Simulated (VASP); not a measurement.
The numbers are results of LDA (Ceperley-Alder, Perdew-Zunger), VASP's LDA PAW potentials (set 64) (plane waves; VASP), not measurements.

Input for VASP

INCAR:
```
SYSTEM  =  Zn
NELM  =  100   # most electronic steps
EDIFFG  =  -0.02   # ionic stop
ISIF  =  3   # ions, shape and volume
ISMEAR  =  1   # Methfessel-Paxton
LWAVE  =  F
LCHARG  =  F
EDIFF  =  1E-6   # SCF stop (eV)
LASPH  =  T   # aspherical one-centre terms
ENCUT  =  500   # plane-wave cut-off (eV)
PREC  =  Accurate
PSTRESS  =  50   # kbar
LMAXMIX  =  4
IBRION  =  2
SIGMA  =  0.1
ALGO  =  Normal   # blocked Davidson
LREAL  =  F
NSW  =  40   # most ionic steps
```

**POSCAR**
```
Zn
1
    1.2882199108    -2.2312627216     0.0000000000
    1.2882199108     2.2312627216     0.0000000000
    0.0000000000     0.0000000000     4.7447929965
Zn
2
Direct
  0.3333330000   0.6666670000   0.2500000000
  0.6666670000   0.3333330000   0.7500000000
```

**KPOINTS**
```
Automatic
0
gamma
  16 16 8
```

POTCAR, in this order: Zn (LDA.64 set). Program: vasp_std.

Output

OUTCAR:
```
 ion  position               nearest neighbor table
   1  0.333  0.667  0.250-   2 2.80   2 2.80   2 2.80   2 2.80   2 2.80   2 2.80
   2  0.667  0.333  0.750-   1 2.80   1 2.80   1 2.80   1 2.80   1 2.80   1 2.80
  LATTYP: Found a hexagonal cell.
 ALAT       =     2.5764401548
 C/A-ratio  =     1.8416080760
 Subroutine PRICEL returns:
 Original cell was already a primitive cell.
 Subroutine GETGRP returns: Found 24 space group operations
The static configuration has the point symmetry D_3d.
 The point group associated with its full space group is D_6h.
The dynamic configuration has the point symmetry D_3d.
 Subroutine INISYM returns: Found 24 space group operations
 Subroutine IBZKPT returns following result:
 Found    150 irreducible k-points:

 Following reciprocal coordinates:
            Coordinates               Weight
  0.000000  0.000000  0.000000      1.000000
  0.062500  0.000000  0.000000      6.000000
  0.125000  0.000000  0.000000      6.000000
  0.187500  0.000000  0.000000      6.000000
  0.250000  0.000000  0.000000      6.000000
  0.312500  0.000000  0.000000      6.000000
  0.375000  0.000000  0.000000      6.000000
  0.437500  0.000000  0.000000      6.000000
  0.500000  0.000000  0.000000      3.000000
  0.062500  0.062500  0.000000      6.000000
  0.125000  0.062500  0.000000     12.000000
  0.187500  0.062500  0.000000     12.000000
  0.250000  0.062500  0.000000     12.000000
  0.312500  0.062500  0.000000     12.000000
  0.375000  0.062500  0.000000     12.000000
  0.437500  0.062500  0.000000     12.000000
  0.125000  0.125000  0.000000      6.000000
  0.187500  0.125000  0.000000     12.000000
  0.250000  0.125000  0.000000     12.000000
  0.312500  0.125000  0.000000     12.000000
  0.375000  0.125000  0.000000     12.000000
  0.437500  0.125000  0.000000      6.000000
  0.187500  0.187500  0.000000      6.000000
  0.250000  0.187500  0.000000     12.000000
  0.312500  0.187500  0.000000     12.000000
  0.375000  0.187500  0.000000     12.000000
  0.250000  0.250000  0.000000      6.000000
  0.312500  0.250000  0.000000     12.000000
  0.375000  0.250000  0.000000      6.000000
  0.312500  0.312500  0.000000      6.000000
  0.000000  0.000000  0.125000      2.000000
  0.062500  0.000000  0.125000     12.000000
  0.125000  0.000000  0.125000     12.000000
  0.187500  0.000000  0.125000     12.000000
  0.250000  0.000000  0.125000     12.000000
  0.312500  0.000000  0.125000     12.000000
  0.375000  0.000000  0.125000     12.000000
  0.437500  0.000000  0.125000     12.000000
  0.500000  0.000000  0.125000      6.000000
  0.062500  0.062500  0.125000     12.000000
   k-points           NKPTS =    150   k-points in BZ     NKDIM =    150   number of bands    NBANDS=     16
   number of dos      NEDOS =    301   number of ions     NIONS =      2
   total plane-waves  NPLWV =  14400
   dimension x,y,z NGX =    20 NGY =   20 NGZ =   36
   dimension x,y,z NGXF=    40 NGYF=   40 NGZF=   72
   ions per type =               2
   PREC   = accura    normal or accurate (medium, high low for compatibility)
   ISTART =      0    job   : 0-new  1-cont  2-samecut
   ICHARG =      2    charge: 1-file 2-atom 10-const
   ISPIN  =      1    spin polarized calculation?
   LNONCOLLINEAR =      F non collinear calculations
   LSORBIT =      F    spin-orbit coupling
   INIWAV =      1    electr: 0-lowe 1-rand  2-diag
   ENCUT  =  500.0 eV  36.75 Ry    6.06 a.u.   4.70  4.70  8.65*2*pi/ulx,y,z
   NELM   =    100;   NELMIN=  2; NELMDL= -5     # of ELM steps
   EDIFF  = 0.1E-05   stopping-criterion for ELM
   LREAL  =      F    real-space projection
...
```

OSZICAR:
```
       N       E                     dE             d eps       ncg     rms          rms(c)
DAV:   1     0.939125174802E+02    0.93913E+02   -0.12637E+04  4912   0.239E+03
DAV:   2    -0.146298946434E+01   -0.95376E+02   -0.93948E+02  4872   0.301E+02
DAV:   3    -0.408231340895E+01   -0.26193E+01   -0.26135E+01  6008   0.621E+01
DAV:   4    -0.408958868985E+01   -0.72753E-02   -0.72750E-02  5704   0.322E+00
DAV:   5    -0.408959979487E+01   -0.11105E-04   -0.11106E-04  5840   0.105E-01    0.517E+00
DAV:   6    -0.379960573469E+01    0.28999E+00   -0.13025E+00  4968   0.266E+01    0.363E+00
DAV:   7    -0.377767126780E+01    0.21934E-01   -0.48577E-02  6104   0.427E+00    0.182E+00
DAV:   8    -0.376781829832E+01    0.98530E-02   -0.31057E-03  6784   0.876E-01    0.531E-02
DAV:   9    -0.376778217417E+01    0.36124E-04   -0.28472E-04  6368   0.235E-01    0.281E-02
DAV:  10    -0.376778504479E+01   -0.28706E-05   -0.17895E-05  5560   0.431E-02    0.252E-03
DAV:  11    -0.376778503425E+01    0.10542E-07   -0.71948E-07  3624   0.128E-02
   1 F= -.29165541E+01 E0= -.29166247E+01  d E =-.291655E+01
       N       E                     dE             d eps       ncg     rms          rms(c)
DAV:   1    -0.519963019542E+01   -0.14318E+01   -0.14369E+01  4800   0.768E+01    0.875E+00
DAV:   2    -0.391487521188E+01    0.12848E+01   -0.57683E+00  4824   0.603E+01    0.257E+00
DAV:   3    -0.378454955858E+01    0.13033E+00   -0.23186E-01  5608   0.969E+00    0.147E+00
DAV:   4    -0.373135622662E+01    0.53193E-01   -0.10760E-02  6640   0.180E+00    0.221E-01
DAV:   5    -0.373069808577E+01    0.65814E-03   -0.19185E-03  6912   0.841E-01    0.375E-02
DAV:   6    -0.373073713441E+01   -0.39049E-04   -0.17231E-04  5008   0.110E-01    0.984E-03
DAV:   7    -0.373073925511E+01   -0.21207E-05   -0.70359E-06  5816   0.484E-02    0.575E-03
DAV:   8    -0.373073964045E+01   -0.38534E-06   -0.10230E-07  2784   0.920E-03
   2 F= -.29305641E+01 E0= -.29305362E+01  d E =-.140100E-01
       N       E                     dE             d eps       ncg     rms          rms(c)
DAV:   1    -0.388875099735E+01   -0.15801E+00   -0.14836E+00  4800   0.264E+01    0.259E+00
DAV:   2    -0.376772280461E+01    0.12103E+00   -0.41461E-01  4816   0.153E+01    0.877E-01
DAV:   3    -0.375589503698E+01    0.11828E-01   -0.45160E-03  5800   0.978E-01    0.473E-01
DAV:   4    -0.375081679053E+01    0.50782E-02   -0.88140E-04  7288   0.571E-01    0.177E-02
DAV:   5    -0.375083254236E+01   -0.15752E-04   -0.12123E-04  5192   0.956E-02    0.734E-03
DAV:   6    -0.375083371568E+01   -0.11733E-05   -0.66688E-07  3952   0.115E-02    0.236E-03
DAV:   7    -0.375083390794E+01   -0.19226E-06   -0.48036E-07  2760   0.843E-03
   3 F= -.29347559E+01 E0= -.29347636E+01  d E =-.182018E-01
       N       E                     dE             d eps       ncg     rms          rms(c)
DAV:   1    -0.375178042698E+01   -0.94671E-03   -0.27438E-03  4824   0.112E+00    0.113E-01
DAV:   2    -0.375155075514E+01    0.22967E-03   -0.83733E-04  4848   0.698E-01    0.370E-02
DAV:   3    -0.375152873870E+01    0.22016E-04   -0.12247E-05  6208   0.595E-02    0.203E-02
DAV:   4    -0.375151958638E+01    0.91523E-05   -0.13638E-06  4664   0.254E-02    0.783E-04
DAV:   5    -0.375151964332E+01   -0.56937E-07   -0.53105E-07  2648   0.798E-03
   4 F= -.29347482E+01 E0= -.29347575E+01  d E =-.181941E-01
       N       E                     dE             d eps       ncg     rms          rms(c)
DAV:   1    -0.375744381505E+01   -0.59242E-02   -0.12197E-01  5792   0.375E+00    0.500E-01
DAV:   2    -0.375314699826E+01    0.42968E-02   -0.76846E-03  6128   0.192E+00    0.282E-01
DAV:   3    -0.375128137526E+01    0.18656E-02   -0.15532E-03  6912   0.703E-01    0.900E-02
DAV:   4    -0.375114347196E+01    0.13790E-03   -0.34766E-04  6920   0.286E-01    0.232E-02
DAV:   5    -0.375114404923E+01   -0.57727E-06   -0.43533E-05  5720   0.976E-02    0.718E-03
DAV:   6    -0.375114318322E+01    0.86600E-06   -0.54870E-06  4824   0.495E-02
   5 F= -.29355012E+01 E0= -.29354434E+01  d E =-.753017E-03
       N       E                     dE             d eps       ncg     rms          rms(c)
DAV:   1    -0.375361011097E+01   -0.24661E-02   -0.61585E-02  5752   0.267E+00    0.356E-01
DAV:   2    -0.375143830086E+01    0.21718E-02   -0.39217E-03  6128   0.137E+00    0.200E-01
DAV:   3    -0.375050218057E+01    0.93612E-03   -0.77212E-04  6904   0.497E-01    0.645E-02
DAV:   4    -0.375043092753E+01    0.71253E-04   -0.17550E-04  6928   0.205E-01    0.165E-02
DAV:   5    -0.375043126832E+01   -0.34079E-06   -0.22057E-05  5696   0.692E-02    0.505E-03
DAV:   6    -0.375043084915E+01    0.41917E-06   -0.26382E-06  3360   0.348E-02
   6 F= -.29356019E+01 E0= -.29355122E+01  d E =-.853705E-03
```

**OUTCAR**
```
------------------------ aborting loop because EDIFF is reached ----------------------------------------
  FORCE on cell =-STRESS in cart. coord.  units (eV):
  Direction    XX          YY          ZZ          XY          YZ          ZX
  --------------------------------------------------------------------------------------
  Total        0.7768807      0.7768810      0.8022415      0.0000000      0.0000000      0.0000000
  in kB       47.6713974     47.6714150     49.2276011      0.0000000      0.0000000      0.0000000
  external PRESSURE =      -1.8098622 kB  Pullay stress =      50.0000000 kB
  volume of cell :       26.11
      direct lattice vectors                 reciprocal lattice vectors
     1.273977530 -2.206594216 -0.000000000     0.392471600 -0.226593542  0.000000000
     1.273977530  2.206594216 -0.000000000     0.392471600  0.226593542  0.000000000
    -0.000000000 -0.000000000  4.644006016     0.000000000 -0.000000000  0.215331332
 POSITION                                       TOTAL-FORCE (eV/Angst)
 -----------------------------------------------------------------------------------
      1.27398      0.73553      1.16100        -0.000000      0.000000      0.000000
      1.27398     -0.73553      3.48300         0.000000     -0.000000      0.000000
 -----------------------------------------------------------------------------------
    total drift:                               -0.000012      0.000058      0.000004
  FREE ENERGIE OF THE ION-ELECTRON SYSTEM (eV)
  ---------------------------------------------------
  free  energy   TOTEN  =        -3.7504308491 eV

  energy  without entropy=       -3.7501615346  energy(sigma->0) =       -3.75034108
  enthalpy is  TOTEN    =        -2.9356019292 eV   P V=        0.8148289200

 reached required accuracy - stopping structural energy minimisation
```
(Selected blocks of OUTCAR.)

### CONTCAR
```
Zn
   1.00000000000000
     1.2739775295330149   -2.2065942156203615   -0.0000000000000000
     1.2739775295330149    2.2065942156203615   -0.0000000000000000
    -0.0000000000000000   -0.0000000000000000    4.6440060160121908
  Zn
     2
Direct
     0.3333330000000032    0.6666669999999968    0.2500000000000000
     0.6666669999999968    0.3333330000000032    0.7500000000000000
```

Energy and stress use the plane-wave basis of the starting cell.

The compound is Zn in the hcp structure. This run relaxes it under an external pressure of 5 GPa. Symmetry was kept, so distortions that lower it aren't found.
